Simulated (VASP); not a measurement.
The input files of a VASP run:

### INCAR
```
! general
SYSTEM=AlN
PREC  =Accurate
ENCUT =520
LREAL =.False.
LASPH =.True.

! electronic loop
EDIFF =1E-7
NELM  =100
ALGO  =Normal

! smearing
ISMEAR=-5

! functional
GGA   =RE

! ions
ISIF  =2

! output
LWAVE =.False.
LCHARG=.True.
LORBIT=11
NEDOS =601

! other
LEFG  =.True.
```

### KPOINTS
```
Automatic mesh
0
Gamma
9 9 5
0 0 0
```

### POSCAR
```
AlN
1.0
  1.5717138635  -2.7222882606   0.0000000000
  1.5717138635   2.7222882606   0.0000000000
  0.0000000000   0.0000000000   5.0317115980
Al N
2 2
Cartesian
  1.5717138635  -0.9074312351   2.5159712174
  1.5717138635   0.9074312351   0.0001154184
  1.5717138635  -0.9074312351   4.4378542110
  1.5717138635   0.9074312351   1.9219984120
```

POTCAR, in this order: Al N (PBE.64 set). Program: vasp_std.

Task: Translate this revPBE calculation to Quantum ESPRESSO's pw.x.

Result: One equivalent input (not run):
```
&CONTROL
  calculation = 'scf'
  pseudo_dir = './pseudo'
  outdir = './out'
  tprnfor = .true.
  tstress = .true.
/
&SYSTEM
  ibrav = 0
  nat = 4
  ntyp = 2
  ecutwfc = 84
  occupations = 'tetrahedra'
  input_dft = 'revpbe'
/
&ELECTRONS
  conv_thr = 7.3e-09
  electron_maxstep = 100
/
ATOMIC_SPECIES
  Al 26.982 Al.upf
  N 14.007 N.upf
CELL_PARAMETERS angstrom
     1.5717139   -2.7222883    0.0000000
     1.5717139    2.7222883    0.0000000
     0.0000000    0.0000000    5.0317116
ATOMIC_POSITIONS crystal
  Al   0.6666670  0.3333330  0.5000229
  Al   0.3333330  0.6666670  0.0000229
  N    0.6666670  0.3333330  0.8819771
  N    0.3333330  0.6666670  0.3819771
K_POINTS automatic
  9 9 5 0 0 0
```
The two are equivalent in intent, not identical: the potentials are each code's own (VASP's PAW set, PseudoDojo norm-conserving files in pw.x), so ENCUT and ecutwfc are chosen apart and not converted; conv_thr bounds pw.x's estimated SCF error, while EDIFF bounds the energy change between steps; the field gradients of LEFG aren't asked of the other code.

The compound is AlN in the wurtzite structure. It was relaxed first.
